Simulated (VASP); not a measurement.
## BeAs2: single point with PBE

The system is BeAs2.

```
Be As
1.0
     0.00000    3.22411    3.22411
     3.22411    0.00000    3.22411
     3.22411    3.22411    0.00000
Be As
1 2
Direct
  0.75000 0.75000 0.75000
  0.25000 0.25000 0.25000
  0.00000 0.00000 0.00000
```

The cell was built by a generator and needn't be a form met in nature.

The cell isn't the ideal one: random cell by space group and Wyckoff sites (F-43m, No. 216).

```
Program             : VASP 6.6.1
Task                : single point
Functional          : PBE
Potentials or basis : VASP PAW PBE potentials, release 64 (Be, As)
Cutoff              : 520 eV
k mesh              : 6 × 6 × 6
Occupations         : gaussian, width 0.1 eV
Spin                : no spin polarisation
```

The pressure is -6.7 GPa. The band gap on the k mesh is none (metal or under the smearing width).

Levels at points of the mesh, in eV from the Fermi level:
```tsv
k point	band 2	band 3	band 4	band 5	band 6	band 7	band 8	band 9	band 10	band 11
(0.00, 0.00, 0.00)	-7.06	-2.17	-2.17	-2.17	-0.72	-0.72	-0.72	0.18	4.24	4.24
(0.50, 0.00, 0.00)	-9.61	-4.15	-3.15	-3.15	0.09	0.09	1.82	2.97	4.87	4.87
(0.50, 0.50, 0.00)	-10.76	-4.37	-4.37	-3.33	-1.47	3.35	3.35	3.93	5.02	5.43
```

It took 14 s on 1 thread of Intel(R) Xeon(R) 6975P-C (Granite Rapids), on a shared host, peak memory 0.2 GiB.
